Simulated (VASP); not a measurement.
A convergence study with VASP on AlN (wurtzite): one setting is varied, all else stays as given below, so the limit is that of these other settings. Each run relaxes cell and ions from the cell shown. The basis is that of the starting cell, so low cut-offs carry a Pulay error.

```
CELL_PARAMETERS angstrom
      1.55500    -2.69334     0.00000
      1.55500     2.69334     0.00000
      0.00000     0.00000     4.98000
ATOMIC_POSITIONS crystal
  Al 0.66667 0.33333 0.50000
  Al 0.33333 0.66667 0.00000
  N  0.66667 0.33333 0.88200
  N  0.33333 0.66667 0.38200
```

These are LDA (Ceperley-Alder, Perdew-Zunger), VASP's LDA PAW potentials (set 64) (plane waves; VASP 6.6.1) values and carry that method's errors. The tightest run used: 800 eV cut-off, 7×7×4 Γ-centred mesh, Gaussian smearing of 0.050 eV, potentials Al N.

```
setting      relaxed volume (Å³/atom)  E (eV/atom)  plane waves
-----------  ------------------------  -----------  -----------
ENCUT = 250                     8.939      -8.4106          380
ENCUT = 300                     9.512      -8.2767          513
ENCUT = 350                     9.886      -8.2263          640
ENCUT = 400                    10.102      -8.2154          774
```

Problem. These are the cheaper rows. Estimate the results at ENCUT = 800, and how far the last row shown lies from them.

Solution. 
```tsv
quantity	tightest run	last row shown is off by
relaxed volume (Å³/atom)	10.242	-0.140
E (eV/atom)	-8.2126	-0.0028
```

Left out are rungs that failed or repeat a setting and relaxations that didn't move; long series are thinned to 24 rows.

The compound is AlN in the wurtzite structure.
